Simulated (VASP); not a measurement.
KCl (rock salt), at 0.96 of the tabulated volume:

```xyz
2
Lattice="0.0000 3.1025 3.1025 3.1025 0.0000 3.1025 3.1025 3.1025 0.0000" Properties=species:S:1:pos:R:3 pbc="T T T"
K      0.0000     0.0000     0.0000
Cl     3.1025     3.1025     3.1025
```

The lowest empty band near Γ, direction [111], from PBE with spin-orbit coupling in VASP (PAW); its two spin partners are averaged. The gap over the points computed is 5.29 eV, and the next band on that side lies 3.06 eV away at the edge.

Settings: 400 eV cut-off, 8×8×8 Γ-centred mesh, Gaussian smearing of 0.050 eV, potentials K_sv Cl.

| distance from the edge in k (1/Å) | distance in energy (meV) |
|---|---|
| 0.025 | 5.4 |
| 0.035 | 10.6 |
| 0.050 | 21.6 |
| 0.070 | 42.2 |

Question: Fit E(1 + αE) = ħ²k²/2m* (ħ²/2m0 = 3.810 eV Å²) and predict the row at 0.095 1/Å.

Answer: The rows don't resolve α, so a parabola serves: the electron mass is m* = 0.442 m0, and so 77.8 meV. The run gave 77.3 meV, -0.5 meV from the fit.

Left out are points under 3 meV from the edge, since the levels carry 0.1 meV, and points farther than half the way to the next band.

The compound is KCl in the rock salt structure. The cell was not relaxed at this level.
